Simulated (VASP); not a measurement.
A convergence study with VASP on PbS (rock salt): one setting is varied, all else stays as given below, so the limit is that of these other settings.

```yaml
crystal:
  lattice:
    - [0.00000, 2.97000, 2.97000]
    - [2.97000, 0.00000, 2.97000]
    - [2.97000, 2.97000, 0.00000]
  atoms:
    - { symbol: Pb, position: [0.00000, 0.00000, 0.00000] }
    - { symbol: S, position: [0.50000, 0.50000, 0.50000] }
```

These are PBEsol GGA, VASP's PBE PAW potentials (set 64) (plane waves; VASP 6.6.1) values and carry that method's errors. The tightest run used: 550 eV cut-off, 13×13×13 Monkhorst-Pack mesh, Gaussian smearing of 0.050 eV, potentials Pb_d S.

The settings run are 1×1×1 mesh; 2×2×2 mesh; 3×3×3 mesh; 4×4×4 mesh; 5×5×5 mesh; 6×6×6 mesh; 7×7×7 mesh; 8×8×8 mesh; 9×9×9 mesh; 10×10×10 mesh; 11×11×11 mesh; 12×12×12 mesh; 13×13×13 mesh. From which on does the stress (every component) stay within 0.1 GPa of the tightest run?

From 6×6×6 mesh on: it is off by 0.01 there and by no more than 0.1 in any finer run, while 5×5×5 mesh is off by 0.22.
```
setting        E (eV/atom)  pressure (GPa)  irreducible k-points  difference judged (GPa)
-------------  -----------  --------------  --------------------  -----------------------
1×1×1 mesh         -2.4935           19.23                     1                    20.33
2×2×2 mesh         -5.0001           -3.96                     2                     2.86
3×3×3 mesh         -4.7879           -2.22                     4                     1.12
4×4×4 mesh         -4.7368           -1.26                    10                     0.15
5×5×5 mesh         -4.7342           -1.33                    10                     0.22
6×6×6 mesh         -4.7271           -1.11                    28                     0.01
7×7×7 mesh         -4.7282           -1.17                    20                     0.07
8×8×8 mesh         -4.7269           -1.11                    60                     0.00
9×9×9 mesh         -4.7272           -1.13                    35                     0.02
10×10×10 mesh      -4.7268           -1.10                   110                     0.00
11×11×11 mesh      -4.7270           -1.11                    56                     0.01
12×12×12 mesh      -4.7268           -1.10                   182                     0.00
13×13×13 mesh      -4.7269           -1.11                    84                     0.00
```

Left out are rungs that failed or repeat a setting and relaxations that didn't move; long series are thinned to 24 rows.

The compound is PbS in the rock salt structure. The cell was not relaxed at this level.
